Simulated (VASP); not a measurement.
Input of a VASP 6.6.1 run:

INCAR

```
SYSTEM = GaHCl2O
PREC     = Accurate       ! precision mode
ENCUT    = 520            ! plane-wave cutoff, eV
EDIFF    = 1E-6           ! SCF threshold, eV
ISMEAR   = 0              ! smearing method
SIGMA    = 0.01           ! smearing width, eV
LREAL    = .FALSE.        ! projectors in reciprocal space
LASPH    = .TRUE.         ! aspherical terms in the spheres
NELM     = 80             ! most SCF steps
ALGO     = Normal         ! electronic algorithm
ISIF     = 2              ! what is computed and relaxed
LWAVE    = .FALSE.        ! write WAVECAR
LCHARG   = .TRUE.         ! write CHGCAR
GGA      = B5             ! functional
ALDAX    = 1.0          
AGGAX    = 1.0          
AGGAC    = 1.0          
ALDAC    = 0.0          
IVDW     = 12             ! dispersion correction
VDW_S6   = 1.0          
VDW_S8   = 2.6996       
VDW_A1   = 0.4298       
VDW_A2   = 4.2359       
LELF     = .TRUE.         ! ELF
LVHAR    = .TRUE.       
LVACPOTAV= .TRUE.       
NBANDS   = 25             ! bands
```

The input KPOINTS:

```
Automatic mesh
0
G
  1 1 1
  0 0 0
```

File POSCAR:

```
GaHCl2O
1.0
   12.0000000000      0.0000000000      0.0000000000
    0.0000000000     13.0000000000      0.0000000000
    0.0000000000      0.0000000000     12.0000000000
O Ga Cl H
1 1 2 1
Cartesian
    6.2214500400      7.7743499600      6.3289500000
    6.0854499600      6.0252500100      6.1398500400
    7.4669499600      4.7848499400      7.1407500000
    4.5590499600      5.1834499600      4.9272500400
    5.5517499600      8.2571499400      5.8370499600
```

Potentials or basis: VASP PAW PBE potentials, release 64 (O, Ga_d, Cl, H).

The run is started by

```bash
$ cat potpaw_PBE.64/O/POTCAR potpaw_PBE.64/Ga_d/POTCAR potpaw_PBE.64/Cl/POTCAR potpaw_PBE.64/H/POTCAR > POTCAR
$ mpirun -np 1 vasp_gam > vasp.out
```

Question: Predict the dispersion energy per atom.

Answer: -0.050 eV.

Question: Estimate the gap between the frontier levels.

Answer: 5.07 eV.

Question: Estimate the largest force.

Answer: 0.844 eV/Å.

Forces on the atoms (eV/Å):
```
O    0.544  0.471  0.440
Ga  -0.034 -0.378 -0.045
Cl   0.306 -0.251  0.223
Cl  -0.352 -0.201 -0.280
H   -0.463  0.359 -0.338
```

Caveat: the PAW data sets were made with another functional, which shifts forces and pressure a little. As with any semilocal functional, this BLYP gap is likely too small.
